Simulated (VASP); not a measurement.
## BeCd2S3: single point with r2SCAN

BeCd2S3:

```
Be Cd S
1.0
     3.38513   -5.97370    0.00000
     3.38513    5.97370    0.00000
    -2.05417    0.00000    6.36424
Be Cd S
2 4 6
Direct
  0.07167 0.92103 0.49417
  0.92103 0.07167 0.99417
  0.40922 0.58158 0.49827
  0.76316 0.24317 0.49943
  0.58158 0.40922 0.99826
  0.24317 0.76316 0.99943
  0.75318 0.58301 0.39692
  0.03846 0.16041 0.33869
  0.33652 0.88875 0.39816
  0.58301 0.75318 0.89692
  0.16041 0.03846 0.83869
  0.88875 0.33652 0.89816
```

The cell was built by a generator and needn't be a form met in nature.

```yaml
Program: VASP 6.6.1
Task: single point
Functional: r2SCAN
Potentials_or_basis: VASP PAW PBE potentials, release 64 (Be, Cd, S)
Cutoff: 520 eV
k_mesh: 4 × 4 × 4
Occupations: gaussian, width 0.03 eV
Spin: no spin polarisation
```

```json
{"Pressure": "-1.2 GPa", "Largest force": "0.126 eV/Å", "Band gap on the k mesh": "2.28 eV, direct"}
```

Forces in eV/Å, atoms in the order of the input:
```
Be  -0.001  0.000 -0.006
Be  -0.001  0.000 -0.006
Cd  -0.007 -0.005 -0.002
Cd  -0.003 -0.005 -0.006
Cd  -0.007  0.005 -0.002
Cd  -0.003  0.005 -0.006
S   -0.109 -0.001 -0.029
S    0.056  0.077  0.069
S    0.064 -0.105 -0.026
S   -0.109  0.001 -0.029
S    0.056 -0.077  0.069
S    0.064  0.105 -0.026
```

Levels at points of the mesh, in eV from the valence-band top:
| k point | band 42 | band 43 | band 44 | band 45 | band 46 | band 47 |
| --- | --- | --- | --- | --- | --- | --- |
| (0.00, 0.00, 0.00) | -0.11 | -0.06 | 0.00 | 2.28 | 3.51 | 4.37 |
| (0.50, 0.00, 0.00) | -0.81 | -0.75 | -0.26 | 3.94 | 4.25 | 4.45 |
| (0.50, 0.50, 0.00) | -0.69 | -0.36 | -0.22 | 3.50 | 3.52 | 4.14 |
| (0.00, 0.00, 0.50) | -0.45 | -0.28 | -0.28 | 3.53 | 3.53 | 5.17 |
| (0.50, 0.00, 0.50) | -0.81 | -0.57 | -0.50 | 3.55 | 3.82 | 4.23 |
| (0.50, 0.50, 0.50) | -0.97 | -0.78 | -0.78 | 4.20 | 4.20 | 4.69 |

Wall time 5.6 min on 4 MPI ranks on Intel(R) Xeon(R) Platinum 8488C (Sapphire Rapids) (shared host), peak memory 0.57 GiB a rank.

Caveat: the PAW data sets were made with another functional, which shifts forces and pressure a little. r2SCAN opens gaps a little over a GGA but as a rule still falls short of measured ones.
